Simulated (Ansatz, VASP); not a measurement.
**Ge (amorphous Ge) in two plane-wave programs**

Aim: how closely do two programs agree when they are given the same cell, functional and k mesh? The structure shown is the start of the Ansatz relaxation below; VASP solves that cell, so the two are compared at the walk's first step.

Program: Ansatz 0.2.0. Level of theory: plane waves, with VASP 6.6.1 beside it; single point at PBE. Results are calculated unless marked as measured.

### Step 1. The starting structure

The cell holds 83 atoms: 83 Ge. Cell: a = 12.343 Å, b = 12.343 Å, c = 12.343 Å, α = 90.0°, β = 90.0°, γ = 90.0°. As first built, before any earlier steps moved the atoms (in the runner's words): 83 atoms (83 Ge) placed at random at 5.32 g/cm^3, melted at 3500 K for 10 ps at fixed volume with the Tersoff potential (Tersoff, Phys. Rev. B 39, 5566 (1989)). Quenched from 3500 K to 300 K at 20 K/ps and fixed volume, annealed at 1000 K for 20 ps, held 5 ps.

### Step 2. Ansatz: relaxation, PBE

Ansatz runs on its PAW soft_1 files.

The two programs are compared at the cell with which this relaxation starts, whose forces are those of its first step.

input.yaml reads:

```yaml
crystal:
  lattice:
    - [12.3432, 0.0, 0.0]
    - [0.0, 12.3432, 0.0]
    - [0.0, 0.0, 12.3432]
  atoms:
    - { symbol: Ge, position: [0.46952, 0.85535, 0.88402] }
    - { symbol: Ge, position: [0.59599, 0.50985, 0.96466] }
    - { symbol: Ge, position: [0.52304, 0.87575, 0.67657] }
    - { symbol: Ge, position: [0.91468, 0.86375, 0.09886] }
    - { symbol: Ge, position: [0.58712, 0.4116, 0.62377] }
    - { symbol: Ge, position: [0.73432, 0.88299, 0.75938] }
    - { symbol: Ge, position: [0.37902, 0.9828, 0.16138] }
    - { symbol: Ge, position: [0.27005, 0.05695, 0.47964] }
    - { symbol: Ge, position: [0.10166, 0.66274, 0.31224] }
    - { symbol: Ge, position: [0.36465, 0.32444, 0.08691] }
    - { symbol: Ge, position: [0.67516, 0.106, 0.57115] }
    - { symbol: Ge, position: [0.06702, 0.73243, 0.115] }
    - { symbol: Ge, position: [0.88918, 0.66134, 0.87671] }
    - { symbol: Ge, position: [0.92789, 0.50302, 0.6708] }
    - { symbol: Ge, position: [0.25408, 0.2483, 0.50239] }
    - { symbol: Ge, position: [0.55345, 0.2795, 0.13968] }
    - { symbol: Ge, position: [0.26871, 0.1389, 0.09164] }
    - { symbol: Ge, position: [0.8246, 0.18741, 0.04383] }
    - { symbol: Ge, position: [0.17753, 0.88611, 0.77778] }
    - { symbol: Ge, position: [0.40942, 0.49884, 0.00292] }
    - { symbol: Ge, position: [0.51437, 0.23325, 0.59938] }
    - { symbol: Ge, position: [0.82919, 0.13402, 0.46764] }
    - { symbol: Ge, position: [0.39733, 0.74887, 0.56358] }
    - { symbol: Ge, position: [0.74196, 0.26593, 0.35142] }
    - { symbol: Ge, position: [0.74674, 0.08842, 0.76766] }
    - { symbol: Ge, position: [0.40041, 0.81026, 0.37495] }
    - { symbol: Ge, position: [0.43454, 0.01781, 0.35846] }
    - { symbol: Ge, position: [0.27817, 0.58312, 0.88271] }
    - { symbol: Ge, position: [0.84664, 0.5073, 0.16208] }
    - { symbol: Ge, position: [0.38151, 0.65156, 0.14519] }
    - { symbol: Ge, position: [0.58437, 0.53172, 0.30858] }
    - { symbol: Ge, position: [0.32842, 0.98169, 0.66684] }
    - { symbol: Ge, position: [0.11234, 0.99881, 0.3576] }
    - { symbol: Ge, position: [0.85526, 0.5635, 0.49782] }
    - { symbol: Ge, position: [0.81538, 0.25476, 0.85022] }
    - { symbol: Ge, position: [0.12503, 0.32278, 0.84589] }
    - { symbol: Ge, position: [0.8295, 0.84979, 0.28769] }
    - { symbol: Ge, position: [0.66321, 0.80462, 0.39271] }
    - { symbol: Ge, position: [0.20261, 0.77618, 0.59228] }
    - { symbol: Ge, position: [0.06144, 0.52362, 0.46062] }
    - { symbol: Ge, position: [0.9613, 0.32168, 0.72524] }
    - { symbol: Ge, position: [0.65983, 0.45646, 0.14271] }
    - { symbol: Ge, position: [0.67, 0.826, 0.13962] }
    - { symbol: Ge, position: [0.60247, 0.70418, 0.893] }
    - { symbol: Ge, position: [0.89719, 0.6442, 0.30523] }
    - { symbol: Ge, position: [0.70196, 0.44647, 0.45644] }
    - { symbol: Ge, position: [0.05812, 0.29292, 0.24834] }
    - { symbol: Ge, position: [0.62199, 0.14141, 0.02804] }
    - { symbol: Ge, position: [0.93922, 0.05647, 0.70933] }
    - { symbol: Ge, position: [0.92193, 0.96551, 0.42456] }
    - { symbol: Ge, position: [0.53798, 0.71659, 0.26029] }
    - { symbol: Ge, position: [0.56462, 0.1929, 0.30775] }
    - { symbol: Ge, position: [0.86748, 0.31881, 0.1964] }
    - { symbol: Ge, position: [0.00587, 0.76515, 0.75418] }
    - { symbol: Ge, position: [0.97538, 0.04879, 0.0533] }
    - { symbol: Ge, position: [0.26176, 0.55194, 0.27409] }
    - { symbol: Ge, position: [0.76266, 0.54887, 0.76338] }
    - { symbol: Ge, position: [0.97235, 0.57397, 0.02273] }
    - { symbol: Ge, position: [0.26431, 0.31553, 0.69985] }
    - { symbol: Ge, position: [0.41073, 0.4805, 0.39726] }
    - { symbol: Ge, position: [0.43048, 0.29231, 0.42844] }
    - { symbol: Ge, position: [0.57284, 0.1889, 0.84553] }
    - { symbol: Ge, position: [0.61653, 0.6788, 0.67961] }
    - { symbol: Ge, position: [0.13759, 0.47605, 0.97678] }
    - { symbol: Ge, position: [0.22775, 0.15184, 0.89155] }
    - { symbol: Ge, position: [0.44813, 0.55768, 0.59195] }
    - { symbol: Ge, position: [0.25614, 0.80921, 0.10713] }
    - { symbol: Ge, position: [0.58067, 0.95425, 0.48822] }
    - { symbol: Ge, position: [0.28394, 0.79088, 0.90715] }
    - { symbol: Ge, position: [0.07534, 0.03843, 0.86348] }
    - { symbol: Ge, position: [0.2028, 0.8115, 0.39271] }
    - { symbol: Ge, position: [0.97689, 0.21786, 0.56298] }
    - { symbol: Ge, position: [0.085, 0.32764, 0.4331] }
    - { symbol: Ge, position: [0.54363, 0.95511, 0.04636] }
    - { symbol: Ge, position: [0.19594, 0.41445, 0.15358] }
    - { symbol: Ge, position: [0.28252, 0.51712, 0.69642] }
    - { symbol: Ge, position: [0.75813, 0.73311, 0.55141] }
    - { symbol: Ge, position: [0.38539, 0.16129, 0.75585] }
    - { symbol: Ge, position: [0.10698, 0.60761, 0.63936] }
    - { symbol: Ge, position: [0.65258, 0.38231, 0.82132] }
    - { symbol: Ge, position: [0.09847, 0.118, 0.19736] }
    - { symbol: Ge, position: [0.77756, 0.80706, 0.95183] }
    - { symbol: Ge, position: [0.89175, 0.87152, 0.62722] }
kpoints:
  mp_grid: { grid: [1, 1, 1] }
hamiltonian:
  xc: pbe
  pseudopotentials: { kind: paw, azcp: { folder: soft_1 } }
scf:
  occupations: { method: gaussian, width: 0.05 }
output:
  forces: true
relax:
  f_tol: 0.05
  max_steps: 150
  cell: {}
```

Run with:

```console
$ ansatz run input.yaml --threads 4 --pin off --max-ram 15872MiB --backend cpu --events-out ev --progress --plain --runs-dir out
```

Numbers of over 12 decimals in the logs are rounded to 6 here.

The program printed:

```text
Engine: ansatz 0.2.0, aarch64-unknown-linux-gnu
Pseudopotentials: kind: paw
Pseudopotential: Ge, paw, valence charge 14, recommended cutoff 420 eV (normal), soft_1/Ge.paw.azcp
Functional definition: PBE
  parameter kappa = 0.804
  parameter beta = 0.066725
  exchange = pbe_x(kappa = kappa, mu = beta*pi^2/3)
  correlation = pbe_c(beta = beta)
Crystal: 83 atoms, lattice volume = 1880.543 Å³
Basis set: ecut = 420 eV, 36785 PW (Γ), exchange–correlation on 180×180×180 points (8 copies of the dense FFT grid, shifted against one another)
Bands: 698, of which v1, the nominal top of the filled ones, is band 581 counted from 1 (580 counted from 0)
Symmetry: 1 space group operations
Space group: P1 (ITA 1), of the structure as read, at distance tolerance 1.2e-4 Å
k-points: 1
Non-local potential: Ge, projectors of the file, l = 0: 2, l = 1: 2, l = 2: 3, l = 3: 1
PAW form: soft (Blöchl's): semilocal exchange-correlation on the pseudo side does not see the compensation charge
PAW one-centre angular grid: Ge, 590 points (default); XC on 64 Gauss nodes
Initial density: superposition of atomic densities (chi_scale 0.1, normalization cell)
Initial wavefunctions: pseudopotential atomic-orbital guess
Functional: x = pbe(κ = 0.804, μ = 0.219515), c = pbe(β = 0.066725)
SCF iter   1: F=—  HF=-356463.219723 eV  |F-HF|=—  |Δ(HF+E_count)|=         —  Δρ=2.99e-2  dr2=1.71e1  ethr=3.10e-3  ⟨swp⟩=6.0  Hψ=2502  notcnv=0
preconditioner: auto → LDOS  [metal: Δε(μ)=0.029 eV  Ē_g=22.092 eV  σ=0.050 eV  W_gap=0.32  n_scr=484 (ndim 8)  ℏωp=29.2 eV  f_vac=0.030  D(μ)=43.11/eV (n_scr^D=256)  β→1.0]
SCF iter   2: F=—  HF=-356461.670494 eV  |F-HF|=—  |Δ(HF+E_count)|=    1.55e0  Δρ=7.35e-3  dr2=1.99e0  ethr=1.47e-3  ⟨swp⟩=2.0  Hψ=908  notcnv=0  defer=105
SCF iter   3: F=—  HF=-356461.548411 eV  |F-HF|=—  |Δ(HF+E_count)|=   1.22e-1  Δρ=4.01e-3  dr2=6.65e-1  ethr=1.71e-4  ⟨swp⟩=3.0  Hψ=1197  notcnv=0  defer=105
SCF iter   4: F=—  HF=-356461.351404 eV  |F-HF|=—  |Δ(HF+E_count)|=   1.97e-1  Δρ=1.46e-3  dr2=1.03e-1  ethr=5.73e-5  ⟨swp⟩=2.0  Hψ=1185  notcnv=0  defer=105
SCF iter   5: F=—  HF=-356461.337681 eV  |F-HF|=—  |Δ(HF+E_count)|=   1.37e-2  Δρ=5.54e-4  dr2=1.12e-2  ethr=8.83e-6  ⟨swp⟩=2.0  Hψ=760  notcnv=0  defer=105
SCF iter   6: F=—  HF=-356461.334875 eV  |F-HF|=—  |Δ(HF+E_count)|=   2.81e-3  Δρ=1.50e-4  dr2=1.73e-3  ethr=9.63e-7  ⟨swp⟩=2.0  Hψ=1175  notcnv=0  defer=105
SCF iter   7: F=—  HF=-356461.334931 eV  |F-HF|=—  |Δ(HF+E_count)|=   5.60e-5  Δρ=6.62e-5  dr2=3.65e-4  ethr=1.49e-7  ⟨swp⟩=2.0  Hψ=1175  notcnv=0  defer=105
SCF iter   8: F=—  HF=-356461.334874 eV  |F-HF|=—  |Δ(HF+E_count)|=   5.61e-5  Δρ=3.30e-5  dr2=8.66e-5  ethr=3.14e-8  ⟨swp⟩=2.0  Hψ=1175  notcnv=0  defer=105
SCF iter   9: F=—  HF=-356461.336314 eV  |F-HF|=—  |Δ(HF+E_count)|=   1.44e-3  Δρ=1.52e-5  dr2=1.57e-5  ethr=7.46e-9  ⟨swp⟩=2.0  Hψ=1280  notcnv=0  defer=105
SCF iter  10: F=—  HF=-356461.336312 eV  |F-HF|=—  |Δ(HF+E_count)|=   2.02e-6  Δρ=8.03e-6  dr2=3.64e-6  ethr=1.35e-9  ⟨swp⟩=2.0  Hψ=1175  notcnv=0  defer=105
SCF iter  11: F=—  HF=-356461.336312 eV  |F-HF|=—  |Δ(HF+E_count)|=   1.51e-7  Δρ=4.12e-6  dr2=9.48e-7  ethr=3.13e-10  ⟨swp⟩=2.0  Hψ=1175  notcnv=0  defer=105
SCF iter  12: F=—  HF=-356461.336312 eV  |F-HF|=—  |Δ(HF+E_count)|=   4.20e-8  Δρ=1.89e-6  dr2=1.75e-7  ethr=8.16e-11  ⟨swp⟩=2.0  Hψ=1175  notcnv=0  defer=105
SCF iter  13: F=-356461.336312 eV  HF=-356461.336312 eV  |F-HF|=1.95e-8  |Δ(HF+E_count)|=   3.03e-8  Δρ=7.94e-7  dr2=3.30e-8  ethr=8.61e-12  ⟨swp⟩=3.0  Hψ=1866  notcnv=0
SCF 1 converged in 13 iterations: F = -356461.336312 eV  dr2 = 3.30e-8
  greatest PAW one-centre occupation: 0.998 electrons in one spin orbital (limit 2), on the Ge atom at site 62 (counted from 0), in its partial waves of l = 2
relax step   1: F+E_penalty+E_count = -356461.33631199 eV  Δ(F+E_penalty+E_count) = +0.000e0 eV  max|allowed force component| = 1.262e0 eV/Å  Δτ_max = 0.0000 Å  P = +4.021 GPa  Ω = 1880.543 Å³  (13 SCF iters, dr2 threshold 1.00e-7 eV, accepted)
Crystal: 83 atoms, lattice volume = 1983.083 Å³
Basis set: ecut = 420 eV, 38769 PW (Γ), exchange–correlation on 180×180×180 points (8 copies of the dense FFT grid, shifted against one another)
Initial density: handed on by an earlier stage of this run
Initial wavefunctions: those handed on with the density
iter 1 solved again at ethr=6.71e-5 eV; its pass at ethr=3.10e-3 eV (dr2=7.80e-1 eV) is discarded
SCF iter   1: F=—  HF=-356465.283982 eV  |F-HF|=—  |Δ(HF+E_count)|=         —  Δρ=8.07e-3  dr2=7.82e-1  ethr=6.71e-5  ⟨swp⟩=5.0  Hψ=3055  notcnv=0
preconditioner: auto → LDOS  [insulator: Δε(μ)=0.060 eV  Ē_g=22.067 eV  σ=0.050 eV  W_gap=0.61  n_scr=494 (ndim 8)  ℏωp=28.4 eV  f_vac=0.088  D(μ)=31.40/eV (n_scr^D=170)  ε∞_Penn≈2.7  β→1.0]
SCF iter   2: F=—  HF=-356465.289545 eV  |F-HF|=—  |Δ(HF+E_count)|=   5.56e-3  Δρ=2.16e-3  dr2=1.89e-1  ethr=6.71e-5  ⟨swp⟩=4.0  Hψ=1456  notcnv=0
[...]
atom  60  Ge    -0.02181710    -0.00266507    -0.00024275
  atom  61  Ge    -0.01666618     0.00060400     0.00147111
  atom  62  Ge     0.00184151    -0.03449118    -0.02107276
  atom  63  Ge    -0.00037524     0.02894530    -0.00946345
  atom  64  Ge    -0.00173790    -0.00050896    -0.00852369
  atom  65  Ge    -0.00423407     0.00831321    -0.00532736
  atom  66  Ge     0.00936332    -0.02560107    -0.00202015
  atom  67  Ge     0.00655986    -0.00366175    -0.00146483
  atom  68  Ge     0.02051506    -0.03046808    -0.00182590
  atom  69  Ge     0.00136528    -0.00382522     0.00695239
  atom  70  Ge    -0.00510854    -0.00193128     0.00782265
  atom  71  Ge    -0.00517097    -0.00887954     0.01469165
  atom  72  Ge    -0.03641189    -0.01068284     0.03570875
  atom  73  Ge     0.00445129     0.00792148     0.00719847
  atom  74  Ge     0.00260609    -0.00396478     0.00898252
  atom  75  Ge     0.01123671    -0.00809326     0.00449925
  atom  76  Ge    -0.01403058    -0.00813396     0.00044484
  atom  77  Ge     0.00087847     0.00355907    -0.01304997
  atom  78  Ge     0.00048736     0.00919862     0.00153034
  atom  79  Ge    -0.00368878    -0.00183948    -0.00035929
  atom  80  Ge     0.00528634     0.01682111    -0.00310368
  atom  81  Ge     0.00358428    -0.01361289     0.00911748
  atom  82  Ge    -0.00385046    -0.01262081    -0.00658898
  atom  83  Ge     0.00018961    -0.00833551     0.00477443
  max |Σ_I F_I| component: 1.26e-6 eV/Å
--- Stress (GPa, compression-positive) ---
       -0.023305      -0.001284       0.010860
       -0.001284      -0.013712       0.018806
        0.010860       0.018806       0.003936
  P = ⅓ Tr σ = -0.0110 GPa (-0.110 kbar)
--- Relaxed structure (15 steps of the walk, 15 accepted, 1 SCFs on fresh bases) ---
  F+E_penalty+E_count = -356466.55697067 eV   max|allowed force component| = 4.238e-2 eV/Å   (the final SCF, on the basis selected at the relaxed cell)
  cell:  # Å, volume = 1961.4955 Å³
    - [12.402640, -0.104671, -0.124506]
    - [-0.104671, 12.588931, -0.090160]
    - [-0.124506, -0.090160, 12.565531]
  atoms:
    - { symbol: Ge, position: [0.495318, 0.858310, 0.882479] }
    - { symbol: Ge, position: [0.596286, 0.509705, 0.951484] }
    - { symbol: Ge, position: [0.485587, 0.916056, 0.681554] }
    - { symbol: Ge, position: [0.912222, 0.866621, 0.098386] }
    - { symbol: Ge, position: [0.598148, 0.365669, 0.608095] }
    - { symbol: Ge, position: [0.711135, 0.892229, 0.745940] }
    - { symbol: Ge, position: [0.375293, 0.970854, 0.162894] }
    - { symbol: Ge, position: [0.223005, 0.081248, 0.503185] }
    - { symbol: Ge, position: [0.094455, 0.669611, 0.296633] }
    - { symbol: Ge, position: [0.367869, 0.314884, 0.103991] }
    - { symbol: Ge, position: [0.703937, 0.178520, 0.587666] }
    - { symbol: Ge, position: [0.071879, 0.738151, 0.108864] }
    - { symbol: Ge, position: [0.884476, 0.656352, 0.861024] }
    - { symbol: Ge, position: [0.946787, 0.481447, 0.648591] }
    - { symbol: Ge, position: [0.242713, 0.277017, 0.506245] }
    - { symbol: Ge, position: [0.557954, 0.286862, 0.162445] }
    - { symbol: Ge, position: [0.287267, 0.128872, 0.074333] }
    - { symbol: Ge, position: [0.831540, 0.185556, 0.039782] }
    - { symbol: Ge, position: [0.168186, 0.864163, 0.778096] }
    - { symbol: Ge, position: [0.405300, 0.494246, 0.00322379] }
    - { symbol: Ge, position: [0.482689, 0.176964, 0.592293] }
    - { symbol: Ge, position: [0.858753, 0.151378, 0.463161] }
    - { symbol: Ge, position: [0.403812, 0.765680, 0.574378] }
    - { symbol: Ge, position: [0.757896, 0.272214, 0.340875] }
[...]
- { symbol: Ge, position: [0.304800, 0.523077, 0.698001] }
    - { symbol: Ge, position: [0.742054, 0.734770, 0.546696] }
    - { symbol: Ge, position: [0.386286, 0.180813, 0.776450] }
    - { symbol: Ge, position: [0.126723, 0.594998, 0.618576] }
    - { symbol: Ge, position: [0.671669, 0.375704, 0.816647] }
    - { symbol: Ge, position: [0.120707, 0.105016, 0.187640] }
    - { symbol: Ge, position: [0.797866, 0.822987, 0.926814] }
    - { symbol: Ge, position: [0.898680, 0.859782, 0.600985] }
```

(Continued in part 2 of 2.)

[Lines on the potential files, build, host, timing and source positions are cut from VASP's logs without a mark.]

[Logs are printed without paths, hosts, clocks, repeated set-up lines and the standing remarks that a program may print on its own settings, such as how far it seeks lower states.]

[Hosts, paths, dates, database ids (printed as entryN), source tags and the programs' standing remarks are cut or masked in the printed files.]
